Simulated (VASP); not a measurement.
An input for Quantum ESPRESSO's pw.x (written as the equivalent of a VASP run, and not itself run):

```
&CONTROL
  calculation = 'vc-relax'
  pseudo_dir = './pseudo'
  outdir = './out'
  tprnfor = .true.
  tstress = .true.
  nstep = 40
  forc_conv_thr = 0.00078
/
&SYSTEM
  ibrav = 0
  nat = 2
  ntyp = 2
  ecutwfc = 62.5
  occupations = 'smearing'
  smearing = 'methfessel-paxton'
  degauss = 0.00735
  input_dft = 'pbesol'
/
&ELECTRONS
  conv_thr = 7.3e-08
  electron_maxstep = 100
/
&IONS
/
&CELL
  press = 200
/
ATOMIC_SPECIES
  Pb 207.200 Pb.upf
  S 32.060 S.upf
CELL_PARAMETERS angstrom
    -0.0000000    2.9688330    2.9688330
     2.9688330   -0.0000000    2.9688330
     2.9688330    2.9688330    0.0000000
ATOMIC_POSITIONS crystal
  Pb   0.0000000  1.0000000  0.0000000
  S    0.2500000  0.2500000  0.2500000
K_POINTS automatic
  11 11 11 0 0 0
```

Q: Write the VASP files for the same calculation (PBEsol).

A: Several could match; the one computed here: 
**POSCAR**
```
PbS
1
   -0.0000000000     2.9688330354     2.9688330354
    2.9688330354    -0.0000000000     2.9688330354
    2.9688330354     2.9688330354     0.0000000000
Pb S
1 1
Direct
  0.0000000000   1.0000000000   0.0000000000
  0.2500000000   0.2500000000   0.2500000000
```

### INCAR
```
ALGO  =  Normal
LREAL  =  .FALSE.
EDIFFG  =  -0.02
LCHARG  =  .FALSE.
EDIFF  =  1E-6   # SCF stop (eV)
LMAXMIX  =  4   # l cut-off of mixed one-centre charges
LWAVE  =  .FALSE.
PSTRESS  =  200   # kbar
ISIF  =  3
IBRION  =  2
ENCUT  =  500   # plane-wave cut-off (eV)
LASPH  =  .TRUE.   # aspherical one-centre terms
ISMEAR  =  1
SIGMA  =  0.1   # width (eV)
NELM  =  100
NSW  =  40   # most ionic steps
GGA  =  PS
PREC  =  Accurate
SYSTEM  =  PbS
```

KPOINTS:
```
Automatic mesh
0
G
 11 11 11
```

POTCAR, in this order: Pb_d S (PBE.64 set). Program: vasp_std.

What does not carry over: the potentials are each code's own (VASP's PAW set, PseudoDojo norm-conserving files in pw.x), so ENCUT and ecutwfc are chosen apart and not converted; conv_thr bounds pw.x's estimated SCF error, while EDIFF bounds the energy change between steps; forc_conv_thr acts on force components and is met together with etot_conv_thr.

The structure was generated: PbS was put into the zinc blende type (F-43m), which need not be its known phase. It was relaxed first under an external pressure of 20 GPa.
